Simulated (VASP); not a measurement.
Output of a VASP run:

**OSZICAR**
```
       N       E                     dE             d eps       ncg     rms          rms(c)
DAV:   1     0.159207686254E+03    0.15921E+03   -0.10130E+04  3125   0.177E+03
DAV:   2    -0.186707851771E+02   -0.17788E+03   -0.17159E+03  3490   0.443E+02
DAV:   3    -0.300921062987E+02   -0.11421E+02   -0.11292E+02  3590   0.118E+02
DAV:   4    -0.306795436506E+02   -0.58744E+00   -0.58023E+00  4520   0.213E+01
DAV:   5    -0.306896946444E+02   -0.10151E-01   -0.92304E-02  3675   0.279E+00    0.144E+01
DAV:   6    -0.232876852220E+02    0.74020E+01   -0.12778E+01  4110   0.581E+01    0.326E+00
DAV:   7    -0.236146870095E+02   -0.32700E+00   -0.18571E+00  3373   0.150E+01    0.338E+00
DAV:   8    -0.234223863449E+02    0.19230E+00   -0.13572E-01  3673   0.464E+00    0.260E+00
DAV:   9    -0.234507432359E+02   -0.28357E-01   -0.12166E-01  3310   0.368E+00    0.529E-01
DAV:  10    -0.234486446351E+02    0.20986E-02   -0.11226E-01  4243   0.450E+00    0.326E-01
DAV:  11    -0.234380632649E+02    0.10581E-01   -0.31663E-02  3918   0.248E+00    0.165E-01
DAV:  12    -0.234382557537E+02   -0.19249E-03   -0.33454E-03  3905   0.648E-01    0.484E-02
DAV:  13    -0.234384134863E+02   -0.15773E-03   -0.85617E-04  4225   0.245E-01    0.989E-02
DAV:  14    -0.234383218849E+02    0.91601E-04   -0.25996E-04  3631   0.151E-01    0.442E-02
DAV:  15    -0.234383363433E+02   -0.14458E-04   -0.75447E-05  3815   0.107E-01    0.101E-02
DAV:  16    -0.234383395662E+02   -0.32229E-05   -0.62857E-06  3900   0.263E-02    0.475E-03
DAV:  17    -0.234383397919E+02   -0.22568E-06   -0.13734E-06  3188   0.147E-02    0.198E-03
DAV:  18    -0.234383396372E+02    0.15462E-06   -0.56627E-07  3190   0.824E-03    0.521E-04
DAV:  19    -0.234383396187E+02    0.18491E-07   -0.27046E-08  1590   0.229E-03
   1 F= -.23438340E+02 E0= -.23438340E+02  d E =0.000000E+00
       N       E                     dE             ncg
```

File OUTCAR:
```
------------------------ aborting loop because EDIFF is reached ----------------------------------------
  FORCE on cell =-STRESS in cart. coord.  units (eV):
  Direction    XX          YY          ZZ          XY          YZ          ZX
  --------------------------------------------------------------------------------------
  Total        0.0231534      0.0231534      0.0231534      0.0000000      0.0000000     -0.0000000
  in kB        2.0399723      2.0399723      2.0399723      0.0000000      0.0000000     -0.0000000
  external PRESSURE =       2.0399723 kB  Pullay stress =       0.0000000 kB
  volume of cell :       18.18
      direct lattice vectors                 reciprocal lattice vectors
     2.629665791  0.000000000  0.000000000     0.380276461  0.000000000  0.000000000
     0.000000000  2.629665791  0.000000000     0.000000000  0.380276461  0.000000000
     0.000000000  0.000000000  2.629665791     0.000000000  0.000000000  0.380276461
 POSITION                                       TOTAL-FORCE (eV/Angst)
 -----------------------------------------------------------------------------------
      0.00000      0.00000      0.00000         0.000000      0.000000      0.000000
      1.31483      1.31483      1.31483         0.000000      0.000000      0.000000
 -----------------------------------------------------------------------------------
    total drift:                                0.000000      0.000000      0.000000
  FREE ENERGIE OF THE ION-ELECTRON SYSTEM (eV)
  ---------------------------------------------------
  free  energy   TOTEN  =       -23.4383396187 eV

  energy  without entropy=      -23.4383396187  energy(sigma->0) =      -23.43833962

 total charge

# of ion       s       p       d       tot
------------------------------------------
    1        2.144   6.119   2.154  10.416
    2        1.557   3.516   0.000   5.073
--------------------------------------------------
tot          3.700   9.635   2.154  15.489
```
(Selected blocks of OUTCAR.)

POSCAR:
```
TiO
1
    2.6296657914     0.0000000000     0.0000000000
    0.0000000000     2.6296657914     0.0000000000
    0.0000000000     0.0000000000     2.6296657914
Ti O
1 1
Direct
  0.0000000000   0.0000000000   0.0000000000
  0.5000000000   0.5000000000   0.5000000000
```

### Question
Reconstruct the remaining input files.

### Answer
One answer among several that fit: the input of the run itself, r2SCAN meta-GGA, plane waves, VASP's PBE PAW potentials (set 64).

### INCAR
```
ISMEAR=-5   ! tetrahedra, Bloechl
NELM=100   ! most electronic steps
LORBIT=11
SYSTEM=TiO
LMAXMIX=4   ! l cut-off of mixed one-centre charges
EDIFF=1E-7   ! SCF stop (eV)
LREAL=.FALSE.   ! projection in real space or not
METAGGA=R2SCAN
LMIXTAU=.TRUE.
ISIF=2
ALGO=Normal   ! blocked Davidson
PREC=Accurate
LWAVE=.FALSE.
LASPH=.TRUE.   ! aspherical one-centre terms
NEDOS=601   ! DOS grid
LCHARG=.FALSE.
ENCUT=520   ! plane-wave cut-off (eV)
```

**KPOINTS**
```
Automatic mesh
0
G
15 15 15
```

**KPOINTS_OPT**
```
k-points along high-symmetry lines
10
Line-mode
Reciprocal
  0.000000   0.000000   0.000000 ! GAMMA
  0.000000   0.500000   0.000000 ! X

  0.000000   0.500000   0.000000 ! X
  0.500000   0.500000   0.000000 ! M

  0.500000   0.500000   0.000000 ! M
  0.000000   0.000000   0.000000 ! GAMMA

  0.000000   0.000000   0.000000 ! GAMMA
  0.500000   0.500000   0.500000 ! R

  0.500000   0.500000   0.500000 ! R
  0.000000   0.500000   0.000000 ! X

  0.500000   0.500000   0.500000 ! R
  0.500000   0.500000   0.000000 ! M
```

POTCAR, in this order: Ti_sv O (PBE.64 set). Program: vasp_std.

For a metal the tetrahedron method with Blöchl corrections gives inexact stress and forces.

The structure was generated: TiO was put into the CsCl type type (Pm-3m), which need not be its known phase. It was relaxed first, which changed the volume by -28 %.
